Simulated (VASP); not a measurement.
Method: PBE GGA, VASP's PBE PAW potentials (set 64) (plane waves; VASP).

VASP ran on this input.

**POSCAR**
```
PbF2
1
    0.0000000000     3.0005308223     3.0005308223
    3.0005308223    -0.0000000000     3.0005308223
    3.0005308223     3.0005308223     0.0000000000
Pb F
1 2
Direct
  1.0000000000   1.0000000000   1.0000000000
  0.2500000000   0.2500000000   0.2500000000
  0.7500000000   0.7500000000   0.7500000000
```

File KPOINTS:
```
Regular mesh
0
Gamma
 6 6 6
```

### INCAR
```
SYSTEM = PbF2
PREC = Accurate
ENCUT = 520
EDIFF = 1E-6
NELM = 100
ALGO = Normal
LREAL = .FALSE.
LASPH = .TRUE.
ISMEAR = 0
SIGMA = 0.05
GGA = PE
LMAXMIX = 4
LWAVE = .FALSE.
LCHARG = .FALSE.
IBRION = 2
ISIF = 3
NSW = 60
EDIFFG = -0.02
```

POTCAR, in this order: Pb_d F (PBE.64 set). Program: vasp_std.

The resulting files:

File OSZICAR:
```
       N       E                     dE             d eps       ncg     rms          rms(c)
DAV:   1     0.303030184017E+03    0.30303E+03   -0.15155E+04   576   0.175E+03
DAV:   2     0.905201747604E+01   -0.29398E+03   -0.28311E+03   666   0.451E+02
DAV:   3    -0.155711221007E+02   -0.24623E+02   -0.24211E+02   666   0.150E+02
DAV:   4    -0.163382268510E+02   -0.76710E+00   -0.76590E+00   630   0.266E+01
DAV:   5    -0.163633164133E+02   -0.25090E-01   -0.25089E-01   642   0.503E+00    0.807E+00
DAV:   6    -0.143661225124E+02    0.19972E+01   -0.10672E+01   738   0.270E+01    0.277E+00
DAV:   7    -0.143576653229E+02    0.84572E-02   -0.47840E-01   584   0.470E+00    0.158E+00
DAV:   8    -0.143521215562E+02    0.55438E-02   -0.10667E-01   580   0.395E+00    0.494E-01
DAV:   9    -0.143497474342E+02    0.23741E-02   -0.21236E-02   674   0.110E+00    0.103E-01
DAV:  10    -0.143509229945E+02   -0.11756E-02   -0.18331E-03   576   0.498E-01    0.326E-02
DAV:  11    -0.143508977275E+02    0.25267E-04   -0.14430E-04   614   0.134E-01    0.152E-02
DAV:  12    -0.143509085090E+02   -0.10782E-04   -0.79303E-05   650   0.960E-02    0.126E-02
DAV:  13    -0.143509060906E+02    0.24184E-05   -0.29374E-05   668   0.574E-02    0.342E-03
DAV:  14    -0.143509060184E+02    0.72188E-07   -0.16727E-06   460   0.966E-03
   1 F= -.14350906E+02 E0= -.14350906E+02  d E =-.143509E+02
       N       E                     dE             d eps       ncg     rms          rms(c)
DAV:   1    -0.143550393416E+02   -0.41333E-02   -0.10483E-01   728   0.471E+00    0.457E-01
DAV:   2    -0.143513838516E+02    0.36555E-02   -0.17710E-02   606   0.136E+00    0.959E-02
DAV:   3    -0.143510605841E+02    0.32327E-03   -0.97194E-04   734   0.492E-01    0.425E-02
DAV:   4    -0.143510149659E+02    0.45618E-04   -0.28832E-04   670   0.256E-01    0.144E-02
DAV:   5    -0.143510207663E+02   -0.58005E-05   -0.40718E-05   616   0.805E-02    0.929E-03
DAV:   6    -0.143510186381E+02    0.21282E-05   -0.11023E-05   698   0.437E-02    0.175E-03
DAV:   7    -0.143510185787E+02    0.59402E-07   -0.59815E-07   298   0.788E-03
   2 F= -.14351019E+02 E0= -.14351019E+02  d E =-.112560E-03
```

File OUTCAR:
```
------------------------ aborting loop because EDIFF is reached ----------------------------------------
  FORCE on cell =-STRESS in cart. coord.  units (eV):
  Direction    XX          YY          ZZ          XY          YZ          ZX
  --------------------------------------------------------------------------------------
  Total        0.0094477      0.0094477      0.0094477      0.0000000      0.0000000     -0.0000000
  in kB        0.2811367      0.2811367      0.2811367      0.0000000      0.0000000     -0.0000000
  external PRESSURE =       0.2811367 kB  Pullay stress =       0.0000000 kB
  volume of cell :       53.84
      direct lattice vectors                 reciprocal lattice vectors
     0.000000000  2.997063365  2.997063365    -0.166829973  0.166829973  0.166829973
     2.997063365  0.000000000  2.997063365     0.166829973 -0.166829973  0.166829973
     2.997063365  2.997063365  0.000000000     0.166829973  0.166829973 -0.166829973
 POSITION                                       TOTAL-FORCE (eV/Angst)
 -----------------------------------------------------------------------------------
      2.99706      5.99413      2.99706        -0.000000     -0.000000     -0.000000
      1.49853      1.49853      1.49853        -0.000000     -0.000000      0.000000
      4.49560      4.49560      4.49560         0.000000      0.000000     -0.000000
 -----------------------------------------------------------------------------------
    total drift:                               -0.000000     -0.000000      0.000000
  FREE ENERGIE OF THE ION-ELECTRON SYSTEM (eV)
  ---------------------------------------------------
  free  energy   TOTEN  =       -14.3510185787 eV

  energy  without entropy=      -14.3510185787  energy(sigma->0) =      -14.35101858

 reached required accuracy - stopping structural energy minimisation
```
(Selected blocks of OUTCAR.)

### CONTCAR
```
PbF2
   1.00000000000000
     0.0000000000000000    2.9970633654588967    2.9970633654588967
     2.9970633654588967    0.0000000000000000    2.9970633654588967
     2.9970633654588967    2.9970633654588967    0.0000000000000000
  Pb              F
     1     2
Direct
     1.0000000000000000    0.0000000000000000    1.0000000000000000
     0.2500000000000000    0.2500000000000000    0.2500000000000000
     0.7500000000000000    0.7500000000000000    0.7500000000000000
```

**OUTCAR**
```
 val. band max:        1.4739443806   @ k =   0.5000   0.0000   0.0000

 cond. band min:       5.9023266822   @ k =   0.5000   0.5000   0.0000


 Fermi energy:         1.7808577282

 k-point     1 :       0.0000    0.0000    0.0000
  band No.  band energies     occupation
      1     -19.3457      2.00000
      2     -18.7827      2.00000
      3     -12.9201      2.00000
      4     -12.9201      2.00000
      5     -12.9201      2.00000
      6     -12.8770      2.00000
      7     -12.8770      2.00000
      8      -3.1553      2.00000
      9      -0.7756      2.00000
     10      -0.7756      2.00000
     11      -0.7756      2.00000
     12      -0.2878      2.00000
     13      -0.2878      2.00000
     14      -0.2878      2.00000
     15       8.2209      0.00000
     16       8.2209      0.00000
     17       8.2209      0.00000
     18      12.0356      0.00000

 k-point     2 :       0.1667    0.0000    0.0000
  band No.  band energies     occupation
      1     -19.2984      2.00000
      2     -18.8245      2.00000
      3     -12.9118      2.00000
      4     -12.9118      2.00000
      5     -12.8759      2.00000
      6     -12.8759      2.00000
      7     -12.8731      2.00000
      8      -3.5168      2.00000
      9      -0.9523      2.00000
     10      -0.8223      2.00000
     11      -0.8222      2.00000
     12      -0.3301      2.00000
     13      -0.3301      2.00000
     14       0.2877      2.00000
     15       7.4433      0.00000
     16       8.4233      0.00000
     17       8.4233      0.00000
     18      13.3937      0.00000

 k-point     3 :       0.3333    0.0000    0.0000
  band No.  band energies     occupation
      1     -19.1856      2.00000
      2     -18.9253      2.00000
      3     -12.9071      2.00000
      4     -12.9071      2.00000
      5     -12.8618      2.00000
      6     -12.8618      2.00000
      7     -12.7825      2.00000
      8      -4.0593      2.00000
      9      -1.1749      2.00000
...
```

Unless said otherwise, spin-orbit coupling is left out, though it shifts the bands of the heavy elements here.

The compound is PbF2 in the fluorite structure, the β form. This run relaxes it. Symmetry was kept, so distortions that lower it aren't found. The start is the result of an earlier pass.
